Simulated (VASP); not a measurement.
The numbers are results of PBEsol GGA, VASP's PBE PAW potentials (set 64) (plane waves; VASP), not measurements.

The input files of a VASP run:

### INCAR
```
! general
SYSTEM = Mg
PREC   = Accurate
ENCUT  = 300
LREAL  = .FALSE.
LASPH  = .TRUE.

! electronic loop
EDIFF  = 1E-6
NELM   = 100
ALGO   = Normal

! smearing
ISMEAR = 1
SIGMA  = 0.1

! functional
GGA    = PS

! ions
IBRION = 2
NSW    = 50
ISIF   = 3
EDIFFG = -0.01

! output
LWAVE  = .FALSE.
LCHARG = .FALSE.
```

File KPOINTS:
```
Automatic mesh
0
Gamma
8 8 5
0 0 0
```

**POSCAR**
```
Mg
1.0
  3.1720200000   0.0000000000   0.0000000000
 -1.5860100000   2.7470500000   0.0000000000
  0.0000000000   0.0000000000   5.1412000000
Mg
2
Cartesian
  0.0140916989   1.8442951997   1.2781537320
  1.5719183011   0.9027548004   3.8630462680
```

POTCAR, in this order: Mg (PBE.64 set). Program: vasp_std.

### Question
Predict the energy per atom (σ→0), volume per atom, band gap (on the k-mesh).

### Answer

| Quantity | Value |
|---|---|
| energy per atom (σ→0) | -1.736 eV/atom |
| band gap (on the k-mesh) | none (metal, semimetal or under 0.01 eV) |
| volume per atom | 22.51 Å³/atom |

File OSZICAR:
```
...
       N       E                     dE             d eps       ncg     rms          rms(c)
DAV:   1    -0.347214040629E+01   -0.34816E-04   -0.10405E-03  2550   0.245E-01    0.899E-03
DAV:   2    -0.347213971468E+01    0.69161E-06   -0.71928E-06  2760   0.205E-02
   9 F= -.34721397E+01 E0= -.34717441E+01  d E =-.949498E-04
       N       E                     dE             d eps       ncg     rms          rms(c)
DAV:   1    -0.347217237202E+01   -0.31966E-04   -0.71790E-04  2694   0.186E-01    0.743E-03
DAV:   2    -0.347217206007E+01    0.31195E-06   -0.83103E-06  2544   0.210E-02
  10 F= -.34721721E+01 E0= -.34717886E+01  d E =-.323454E-04
```

The structure comes from a computed database's Mg entry; how it stands against other phases isn't given here. In the starting cell atoms are displaced from their ideal sites. This run relaxes it. Symmetry was kept, so distortions that lower it aren't found. The run is one of a series of settings (EDIFFG = -0.01, IBRION = 2, ISIF = 3, NSW = 50 against the base run), some of them coarse on purpose.
